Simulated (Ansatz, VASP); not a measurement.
# Al6Ru (Al6Ru (Cmcm)): VASP beside Ansatz

Aim: how closely do two programs agree when they are given the same cell, functional and k mesh? The cell is taken from a series of runs on this material, whose earlier steps may have relaxed, scaled, displaced or heated it; both programs get it as it stands.

Method: plane waves, with VASP 6.6.1 beside it; relaxation of cell and atoms at r2SCAN, in Ansatz 0.2.0.

## 1. Starting point

It takes space group Cmcm (No. 63, orthorhombic). Conventional cell: a = 7.460 Å, b = 6.520 Å, c = 8.913 Å, α = 90.00°, β = 90.00°, γ = 90.00°. Nearest to Al lie 2 Ru at 2.62 Å and 7 Al at 2.70 to 2.83 Å. Al has 1 Ru at 2.50 Å and 6 Al at 2.56 to 2.83 Å nearest. Nearest to Al lie 2 Ru at 2.56 to 2.62 Å and 3 Al at 2.70 to 2.79 Å. Nearest to Ru lie 10 Al at 2.50 to 2.62 Å. Farther neighbours are not listed.

Structure file:

```cif
data_structure
_symmetry_space_group_name_H-M 'P 1'
_symmetry_Int_Tables_number 1
_cell_length_a 4.9537
_cell_length_b 4.9537
_cell_length_c 8.9130
_cell_angle_alpha 90.000
_cell_angle_beta 90.000
_cell_angle_gamma 82.312
_cell_volume 216.76
loop_
_atom_site_label
_atom_site_type_symbol
_atom_site_fract_x
_atom_site_fract_y
_atom_site_fract_z
_atom_site_occupancy
Al1 Al 0.31901 0.31901 0.00000 1
Al2 Al 0.68099 0.68099 0.50000 1
Al3 Al 0.68099 0.68099 0.00000 1
Al4 Al 0.31901 0.31901 0.50000 1
Al5 Al 0.85720 0.14280 0.09841 1
Al6 Al 0.14280 0.85720 0.59841 1
Al7 Al 0.85720 0.14280 0.40159 1
Al8 Al 0.14280 0.85720 0.90159 1
Al9 Al 0.02105 0.61723 0.25000 1
Al10 Al 0.97895 0.38277 0.75000 1
Al11 Al 0.38277 0.97895 0.25000 1
Al12 Al 0.61723 0.02105 0.75000 1
Ru13 Ru 0.53503 0.46497 0.25000 1
Ru14 Ru 0.46497 0.53503 0.75000 1
```

## 2. VASP: relaxation of cell and atoms, r2SCAN

The relaxed volume is the usual yardstick between codes: in a stiff, nearly cubic crystal its relative difference is about their pressure difference at one cell divided by the bulk modulus.

Lines of VASP's logs that name or quote its potential files are left out, and so is its time.

INCAR

```
SYSTEM = Al6Ru
PREC = Accurate
ENCUT = 550
EDIFF = 1E-07
NELM = 120
ISMEAR = -1
SIGMA = 0.05
LREAL = .FALSE.
ALGO = Normal
METAGGA = R2SCAN
LASPH = .TRUE.
NBANDS = 46
LORBIT = 11
LWAVE = .FALSE.
LCHARG = .FALSE.
ISIF = 3
IBRION = 2
NSW = 80
EDIFFG = -0.005
GGA_COMPAT = .FALSE.
NELMIN = 4
LMIXTAU = .TRUE.
KPAR = 4
```

POSCAR

```
Al6Ru
1.0
    3.7297720000     -3.2601280000      0.0000000000
    3.7297720000      3.2601280000      0.0000000000
    0.0000000000      0.0000000000      8.9130050000
Al Ru
12 2
Direct
    0.3190148754      0.3190148754      0.0000000000
    0.6809851246      0.6809851246      0.5000000000
    0.6809851246      0.6809851246      0.0000000000
    0.3190148754      0.3190148754      0.5000000000
    0.8571994719      0.1428005281      0.0984101322
    0.1428005281      0.8571994719      0.5984101322
    0.8571994719      0.1428005281      0.4015898678
    0.1428005281      0.8571994719      0.9015898678
    0.0210455807      0.6172270804      0.2500000000
    0.9789544192      0.3827729196      0.7500000000
    0.3827729196      0.9789544192      0.2500000000
    0.6172270804      0.0210455807      0.7500000000
    0.5350265388      0.4649734612      0.2500000000
    0.4649734612      0.5350265388      0.7500000000
```

KPOINTS

```
Automatic mesh
0
Gamma
8 8 5
0 0 0
```

The projector-augmented-wave data sets are Al and Ru_pv (PBE family, release 64).

Run with:

```bash
mpirun -np 4 vasp_std
```

Numbers of over 12 decimals in the logs are rounded to 6 here.

Output:

```text
[banner, memory and clock lines left out]
running    4 mpi-ranks, on    1 nodes
 distrk:  each k-point on    1 cores,    4 groups
 distr:  one band on    1 cores,    1 groups

 POSCAR found type information on POSCAR AlRu
 POSCAR found :  2 types and      14 ions
|                                                                             |
|               ----> ADVICE to this user running VASP <----                  |
|                                                                             |
|     You enforced a specific xc type in the INCAR file but a different       |
|     [... a line on the potential file left out ...]
|     I HOPE YOU KNOW WHAT YOU ARE DOING!                                     |
|                                                                             |

 LDA part: xc-table for (None), standard interpolation
 POSCAR, INCAR and KPOINTS ok, starting setup
 FFT: planning ... GRIDC
 FFT: planning ... GRID_SOFT
 FFT: planning ... GRID
 WAVECAR not read
 entering main loop
       N       E                     dE             d eps       ncg     rms          rms(c)
DAV:   1     0.225102194993E+03    0.22510E+03   -0.31513E+04  6636   0.132E+03
DAV:   2    -0.131399877720E+03   -0.35650E+03   -0.33100E+03  6536   0.264E+02
DAV:   3    -0.149046885678E+03   -0.17647E+02   -0.17057E+02  7026   0.516E+01
DAV:   4    -0.149369123499E+03   -0.32224E+00   -0.32106E+00  6926   0.702E+00
DAV:   5    -0.149376668845E+03   -0.75453E-02   -0.75446E-02  8174   0.113E+00    0.233E+01
DAV:   6    -0.141631816694E+03    0.77449E+01   -0.74658E+00  6344   0.191E+01    0.720E+00
DAV:   7    -0.137635247843E+03    0.39966E+01   -0.21588E+00  6822   0.982E+00    0.563E+00
DAV:   8    -0.136666433799E+03    0.96881E+00   -0.13525E+00  6562   0.763E+00    0.270E+00
DAV:   9    -0.136558929868E+03    0.10750E+00   -0.50536E-01  6210   0.366E+00    0.147E+00
DAV:  10    -0.136595815821E+03   -0.36886E-01   -0.21658E-01  6174   0.303E+00    0.451E-01
DAV:  11    -0.136603899902E+03   -0.80841E-02   -0.21353E-02  6692   0.622E-01    0.244E-01
DAV:  12    -0.136605213537E+03   -0.13136E-02   -0.48187E-03  6490   0.381E-01    0.181E-01
DAV:  13    -0.136603838956E+03    0.13746E-02   -0.23803E-03  6446   0.229E-01    0.348E-02
DAV:  14    -0.136604223618E+03   -0.38466E-03   -0.60110E-04  6376   0.156E-01    0.317E-02
DAV:  15    -0.136604179725E+03    0.43893E-04   -0.24534E-04  6422   0.102E-01    0.162E-02
DAV:  16    -0.136604183372E+03   -0.36468E-05   -0.15629E-04  6288   0.872E-02    0.810E-03
DAV:  17    -0.136604237195E+03   -0.53824E-04   -0.58905E-05  6342   0.521E-02    0.216E-03
DAV:  18    -0.136604237739E+03   -0.54338E-06   -0.11212E-06  7204   0.592E-03    0.198E-03
DAV:  19    -0.136604237845E+03   -0.10621E-06   -0.30625E-08  3914   0.791E-04    0.244E-03
DAV:  20    -0.136604237794E+03    0.50796E-07   -0.10382E-07  3740   0.218E-03
   1 F= -.13660424E+03 E0= -.13658692E+03  d E =-.136604E+03
[... from here on, the cycles between the ionic steps are left out ...]
   2 F= -.13660512E+03 E0= -.13658782E+03  d E =-.883072E-03
   3 F= -.13660534E+03 E0= -.13658805E+03  d E =-.110643E-02
   4 F= -.13660559E+03 E0= -.13658828E+03  d E =-.250006E-03
   5 F= -.13660562E+03 E0= -.13658830E+03  d E =-.278474E-03
   6 F= -.13660570E+03 E0= -.13658837E+03  d E =-.752700E-04
   7 F= -.13660570E+03 E0= -.13658838E+03  d E =-.814606E-04
   8 F= -.13660570E+03 E0= -.13658838E+03  d E =-.809159E-04
 curvature:  -0.73 expect dE=-0.314E-04 dE for cont linesearch -0.161E-07
 trial: gam= 0.39838 g(F)=  0.184E-04 g(S)=  0.248E-04 ort =-0.250E-05 (trialstep = 0.119E+01)
 search vector abs. value=  0.860E-04
 bond charge predicted
       N       E                     dE             d eps       ncg     rms          rms(c)
DAV:   1    -0.136605678783E+03    0.24830E-04   -0.12620E-02  6028   0.995E-01    0.548E-02
DAV:   2    -0.136605775270E+03   -0.96487E-04   -0.13053E-03  6272   0.214E-01    0.431E-02
DAV:   3    -0.136605739767E+03    0.35503E-04   -0.10175E-04  6372   0.731E-02    0.104E-02
DAV:   4    -0.136605740312E+03   -0.54500E-06   -0.10532E-05  6824   0.134E-02    0.645E-03
DAV:   5    -0.136605740919E+03   -0.60647E-06   -0.31318E-06  7032   0.110E-02    0.437E-03
DAV:   6    -0.136605740977E+03   -0.58811E-07   -0.88016E-07  6442   0.614E-03
   9 F= -.13660574E+03 E0= -.13658845E+03  d E =-.373617E-04
 trial-energy change:   -0.000037  1 .order   -0.000032   -0.000050   -0.000013
 step:   1.3924(harm=  1.6149)  dis= 0.00100  next Energy=  -136.605742 (dE=-0.385E-04)
 reached required accuracy - stopping structural energy minimisation
```

OUTCAR, selected parts (step 2):

```text
ion  position               nearest neighbor table
   1  0.319  0.319  0.000-  13 2.62  14 2.62   3 2.70   5 2.70   8 2.70  10 2.79  11 2.79   8 2.83
                             5 2.83   9 2.96  12 2.96
   2  0.681  0.681  0.500-  13 2.62  14 2.62   4 2.70   6 2.70   7 2.70   9 2.79  12 2.79   7 2.83
                             6 2.83  11 2.96  10 2.96
   3  0.681  0.681  0.000-  13 2.62  14 2.62   1 2.70   5 2.70   8 2.70   9 2.79  12 2.79   5 2.83
                             8 2.83  11 2.96  10 2.96
   4  0.319  0.319  0.500-  13 2.62  14 2.62   2 2.70   6 2.70   7 2.70  10 2.79  11 2.79   6 2.83
                             7 2.83   9 2.96  12 2.96
   5  0.857  0.143  0.098-  13 2.50   8 2.56   1 2.70   3 2.70   7 2.70   3 2.83   1 2.83   9 2.92
                            11 2.92   9 2.95  11 2.95
   6  0.143  0.857  0.598-  14 2.50   7 2.56   2 2.70   4 2.70   8 2.70   2 2.83   4 2.83  12 2.92
                            10 2.92  12 2.95  10 2.95
   7  0.857  0.143  0.402-  13 2.50   6 2.56   2 2.70   4 2.70   5 2.70   2 2.83   4 2.83   9 2.92
                            11 2.92   9 2.95  11 2.95
   8  0.143  0.857  0.902-  14 2.50   5 2.56   1 2.70   3 2.70   6 2.70   3 2.83   1 2.83  12 2.92
                            10 2.92  12 2.95  10 2.95
   9  0.021  0.617  0.250-  13 2.56  13 2.62  11 2.70   2 2.79   3 2.79   5 2.92   7 2.92   5 2.95
                             7 2.95   1 2.96   4 2.96
  10  0.979  0.383  0.750-  14 2.56  14 2.62  12 2.70   4 2.79   1 2.79   8 2.92   6 2.92   8 2.95
                             6 2.95   2 2.96   3 2.96
  11  0.383  0.979  0.250-  13 2.56  13 2.62   9 2.70   4 2.79   1 2.79   7 2.92   5 2.92   5 2.95
                             7 2.95   2 2.96   3 2.96
  12  0.617  0.021  0.750-  14 2.56  14 2.62  10 2.70   2 2.79   3 2.79   6 2.92   8 2.92   8 2.95
                             6 2.95   1 2.96   4 2.96
  13  0.535  0.465  0.250-   5 2.50   7 2.50  11 2.56   9 2.56   4 2.62   1 2.62   2 2.62   3 2.62
                             9 2.62  11 2.62
  14  0.465  0.535  0.750-   6 2.50   8 2.50  10 2.56  12 2.56   4 2.62   1 2.62   2 2.62   3 2.62
                            12 2.62  10 2.62

  LATTYP: Found a base centered orthorhombic cell.
 ALAT       =     6.5202560000
 B/A-ratio  =     1.1440569205
 C/A-ratio  =     1.3669716342

 Subroutine GETGRP returns: Found  8 space group operations
 (whereof  4 operations were pure point group operations)

The static configuration has the point symmetry C_2h.
 The point group associated with its full space group is D_2h.

 Found     63 irreducible k-points:

   k-points           NKPTS =     63   k-points in BZ     NKDIM =     63   number of bands    NBANDS=     46

   dimension x,y,z NGX =    40 NGY =   40 NGZ =   70
   dimension x,y,z NGXF=    80 NGYF=   80 NGZF=  140

   ENCUT  =  550.0 eV  40.42 Ry    6.36 a.u.   9.47  9.47 17.04*2*pi/ulx,y,z

   NELECT =      64.0000    total number of electrons

 k-points in reciprocal lattice and weights: Automatic mesh
   0.00000000  0.00000000  0.00000000       0.003
   0.12500000  0.00000000  0.00000000       0.013
   0.25000000  0.00000000  0.00000000       0.013
   0.37500000  0.00000000  0.00000000       0.013
   0.50000000  0.00000000  0.00000000       0.006
   0.12500000  0.12500000  0.00000000       0.006
   0.25000000  0.12500000  0.00000000       0.013
   0.37500000  0.12500000  0.00000000       0.013
   0.50000000  0.12500000  0.00000000       0.013
[...]
-0.37500000  0.37500000  0.40000000       0.013
   0.50000000  0.50000000  0.40000000       0.006

 average (electrostatic) potential at core
       1 -74.3985       2 -74.3985       3 -74.3985       4 -74.3985       5 -74.5451
       6 -74.5451       7 -74.5451       8 -74.5451       9 -74.6682      10 -74.6682
      11 -74.6682      12 -74.6682      13 -75.6607      14 -75.6607

 E-fermi :   9.0383

 k-point     1 :       0.0000    0.0000    0.0000
  band No.  band energies     occupation
    ...
     29       6.9280      2.00000
     30       7.5246      2.00000
     31       7.9118      2.00000
     32       8.1495      2.00000
     33       8.9474      1.72078
     34       9.9107      0.00000
     35      10.2180      0.00000
     36      10.3804      0.00000
     37      10.5406      0.00000
     38      10.5566      0.00000
    ...

 k-point     2 :       0.1250    0.0000    0.0000
  band No.  band energies     occupation
    ...
     29       7.2222      2.00000
     30       7.4954      2.00000
     31       7.9419      2.00000
     32       8.2062      2.00000
     33       9.0383      0.99962
     34       9.8503      0.00000
     35       9.8674      0.00000
     36      10.4240      0.00000
     37      10.5305      0.00000
     38      10.6841      0.00000
    ...

 k-point     3 :       0.2500    0.0000    0.0000
  band No.  band energies     occupation
    ...
     29       7.2670      2.00000
     30       7.6809      2.00000
     31       7.9032      2.00000
     32       8.6218      1.99952
     33       9.0922      0.50743
     34       9.5867      0.00003
     35       9.6612      0.00001
     36      10.2351      0.00000
     37      10.5410      0.00000
     38      10.7824      0.00000
    ...

  Total       -0.0191350     -0.0220082      0.0256199      0.0000000     -0.0000000      0.0000000
  in kB       -0.1414001     -0.1626315      0.1893204      0.0000000     -0.0000000      0.0000000
  external PRESSURE =      -0.0382371 kB  Pullay stress =       0.0000000 kB

  energy-cutoff  :      550.00
  volume of cell :      216.82
      direct lattice vectors                 reciprocal lattice vectors
     3.728037325 -3.255022349  0.000000000     0.134118829 -0.153608776 -0.000000000
     3.728037325  3.255022349 -0.000000000     0.134118829  0.153608776  0.000000000
     0.000000000 -0.000000000  8.933595070     0.000000000  0.000000000  0.111937019

 POSITION                                       TOTAL-FORCE (eV/Angst)
 -----------------------------------------------------------------------------------
      2.38153      0.00000      0.00000         0.000545     -0.000000     -0.000000
      5.07455     -0.00000      4.46680        -0.000545      0.000000     -0.000000
      5.07455      0.00000      0.00000        -0.000545      0.000000      0.000000
      2.38153     -0.00000      4.46680         0.000545     -0.000000      0.000000
      3.72804     -2.32839      0.88198         0.000000      0.004344      0.001764
      3.72804      2.32839      5.34877         0.000000     -0.004344      0.001764
      3.72804     -2.32839      3.58482         0.000000      0.004344     -0.001764
      3.72804      2.32839      8.05162         0.000000     -0.004344     -0.001764
      2.38321      1.94707      2.23340        -0.002535      0.000802     -0.000000
      5.07286     -1.94707      6.70020         0.002535     -0.000802      0.000000
      5.07286      1.94707      2.23340         0.002535      0.000802     -0.000000
      2.38321     -1.94707      6.70020        -0.002535     -0.000802      0.000000
      3.72804     -0.22844      2.23340         0.000000      0.003034     -0.000000
      3.72804      0.22844      6.70020         0.000000     -0.003034      0.000000
 -----------------------------------------------------------------------------------
    total drift:                               -0.000000      0.000000     -0.000000

  FREE ENERGIE OF THE ION-ELECTRON SYSTEM (eV)
  ---------------------------------------------------
  free  energy   TOTEN  =      -136.6057409775 eV

  energy  without entropy=     -136.5711623444  energy(sigma->0) =     -136.58845166

 reached required accuracy - stopping structural energy minimisation

 total charge
# of ion       s       p       d       tot
------------------------------------------
    1        0.395   0.411   0.000   0.806
    2        0.395   0.411   0.000   0.806
    3        0.395   0.411   0.000   0.806
    4        0.395   0.411   0.000   0.806
    5        0.414   0.401   0.000   0.814
    6        0.414   0.401   0.000   0.814
    7        0.414   0.401   0.000   0.814
    8        0.414   0.401   0.000   0.814
    9        0.408   0.364   0.000   0.772
   10        0.408   0.364   0.000   0.772
   11        0.408   0.364   0.000   0.772
   12        0.408   0.364   0.000   0.772
   13        0.358   6.314   6.243  12.916
   14        0.358   6.314   6.243  12.916
--------------------------------------------------
tot          5.584  17.332  12.487  35.403

[... 3 further parts left out ...]
```

CONTCAR:

```
Al6Ru
   1.00000000000000
     3.7280373248118246   -3.2550223488092738    0.0000000000000000
     3.7280373248118246    3.2550223488092738   -0.0000000000000000
     0.0000000000000000   -0.0000000000000000    8.9335950695812674
  Al              Ru
    12     2
Direct
     0.3194073845967740    0.3194073845967740    0.0000000000000000
     0.6805926154032262    0.6805926154032262    0.5000000000000000
     0.6805926154032262    0.6805926154032262    0.0000000000000000
     0.3194073845967740    0.3194073845967740    0.5000000000000000
     0.8576617260119045    0.1423382739880955    0.0987258025232793
     0.1423382739880955    0.8576617260119045    0.5987258025232793
     0.8576617260119045    0.1423382739880955    0.4012741974767207
     0.1423382739880955    0.8576617260119045    0.9012741974767207
     0.0205466148278152    0.6187208884724635    0.2500000000000000
     0.9794533850721830    0.3812791115275364    0.7500000000000000
     0.3812791115275364    0.9794533850721830    0.2500000000000000
     0.6187208884724635    0.0205466148278152    0.7500000000000000
     0.5350899413762255    0.4649100586237746    0.2500000000000000
     0.4649100586237746    0.5350899413762255    0.7500000000000000
```

[end of part 1 of 2]

[Lines on the potential files, build, host, timing and source positions are cut from VASP's logs without a mark.]

[Logs are printed without paths, hosts, clocks, repeated set-up lines and the standing remarks that a program may print on its own settings, such as how far it seeks lower states.]

[Hosts, paths, dates, database ids (printed as entryN), source tags and the programs' standing remarks are cut or masked in the printed files.]
